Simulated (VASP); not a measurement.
Input:

```yaml
crystal:
  lattice:
    - [0.00000, 2.68629, 2.68629]
    - [2.68629, 0.00000, 2.68629]
    - [2.68629, 2.68629, 0.00000]
  atoms:
    - { symbol: Ca, position: [0.00000, 0.00000, 0.00000] }
    - { symbol: F, position: [0.25000, 0.25000, 0.25000] }
    - { symbol: F, position: [0.75000, 0.75000, 0.75000] }
```

Calculation: r2SCAN+rVV10, VASP's PBE PAW potentials (set 64) (plane waves; VASP). Run with 520 eV cut-off, 7×7×7 Γ-centred mesh, Gaussian smearing of 0.050 eV, potentials Ca_sv F.

Question: Give the stress tensor in GPa (positive for a compressed cell).

Answer: 
```
3.24  0.00  0.00
0.00  3.24  0.00
0.00  0.00  3.24
```
The pressure is its mean diagonal, 3.24 GPa.

The compound is CaF2 in the fluorite structure. This cell is one point of a volume scan, at 0.97 of the reference volume.
